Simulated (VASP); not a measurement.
VASP runs on CdS (space group F-43m) share one base input (PBE GGA, plane waves, VASP's PBE PAW potentials (set 64)) and change the settings named in each case.

### KPOINTS
```
kpoints
0
gamma
  5 5 5
```

INCAR:
```
ALGO=Normal
EDIFF=1E-6
ENCUT=300
GGA=PE
ISIF=2
ISMEAR=0
LASPH=.TRUE.
LCHARG=.FALSE.
LMAXMIX=4
LREAL=.FALSE.
LWAVE=.FALSE.
NELM=100
PREC=Accurate
SIGMA=0.05
SYSTEM=CdS
```

**POSCAR**
```
CdS
6.0036280
  0.0000000000   0.5000000000   0.5000000000
  0.5000000000   0.0000000000   0.5000000000
  0.5000000000   0.5000000000   0.0000000000
Cd S
1 1
direct
  0.0000000000   0.0000000000   0.0000000000
  0.2500000000   0.2500000000   0.2500000000
```

POTCAR, in this order: Cd S (PBE.64 set). Program: vasp_std.

```json
[
 {"change": "base run", "E(σ→0) (eV/atom)": "-3.0627", "pressure (GPa)": "-1.73"},
 {"change": "AEXX = 0.25, HFSCREEN = 0.2, ISYM = 3, LHFCALC = .TRUE., PRECFOCK = Fast, KPOINTS 3×3×3 Γ-centred mesh", "E(σ→0) (eV/atom)": "-3.7424", "pressure (GPa)": "-2.50"},
 {"change": "NBANDS = 17", "E(σ→0) (eV/atom)": "-3.0627", "pressure (GPa)": "-1.74"},
 {"change": "EDIFF = 1E-10", "E(σ→0) (eV/atom)": "-3.0627", "pressure (GPa)": "-1.73"},
 {"change": "ENCUT = 240", "E(σ→0) (eV/atom)": "-3.0334", "pressure (GPa)": "…"},
 {"change": "IVDW = 12", "E(σ→0) (eV/atom)": "-3.3407", "pressure (GPa)": "…"}
]
```

**Question.** Some entries are withheld; supply them.

**Answer.** 
- IVDW = 12, pressure (GPa): -3.61
- ENCUT = 240, pressure (GPa): -10.85

Energies of different potentials or functionals have different zeros.

Left out are runs that ran out of time, are held back, or changed the cell or the kind of run, fixed moments of cells without a moment, rows past the twelfth, gaps on odd meshes, pressures of charged cells and columns that move by less than the noise.

The structure comes from a computed database's CdS entry; how it stands against other phases isn't given here. The cell was not relaxed at this level, its lattice was scaled by up to 2.5 %.
